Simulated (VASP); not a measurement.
Shape and ions are relaxed at each volume.

Consider the following.

```cif
data_O2Zn2
_chemical_formula_sum 'Zn2 O2'
_space_group_name_H-M_alt 'P63mc'
_space_group_IT_number 186
_space_group_name_Hall 'P 6c -2c'
_cell_length_a 3.26347
_cell_length_b 3.26347
_cell_length_c 5.26904
_cell_angle_alpha 90.000
_cell_angle_beta 90.000
_cell_angle_gamma 120.000
loop_
_atom_site_label
_atom_site_type_symbol
_atom_site_symmetry_multiplicity
_atom_site_Wyckoff_symbol
_atom_site_fract_x
_atom_site_fract_y
_atom_site_fract_z
_atom_site_occupancy
Zn1 Zn 2 b 0.33333 0.66667 0.00152 1
O1 O 2 b 0.33333 0.66667 0.38048 1
```

Method: rev-vdW-DF2, VASP's PBE PAW potentials (set 64) (plane waves; VASP 6.6.1). Run with 520 eV cut-off, 8×8×4 Γ-centred mesh, Gaussian smearing of 0.050 eV, potentials Zn O.

**Question.** Give the energy at these volumes per atom, relative to the lowest: 11.42, 11.78, 12.15, 12.51, 12.88 Å³.

**Answer.** 20.9, 5.0, 0.0, 4.4, 16.6 meV/atom. A third-order Birch-Murnaghan fit gives B0 = 136 GPa and B0′ = 4.5.

Measured: bulk modulus 143 GPa (computed value off by -5.1 %), as given by Cormac Toher et al., Physical Review Materials (2017), arXiv:1611.05714. The calculation is for a static lattice, while the measured bulk modulus holds thermal and zero-point effects, which are part of the difference.

The compound is ZnO in the wurtzite structure. It was relaxed first.
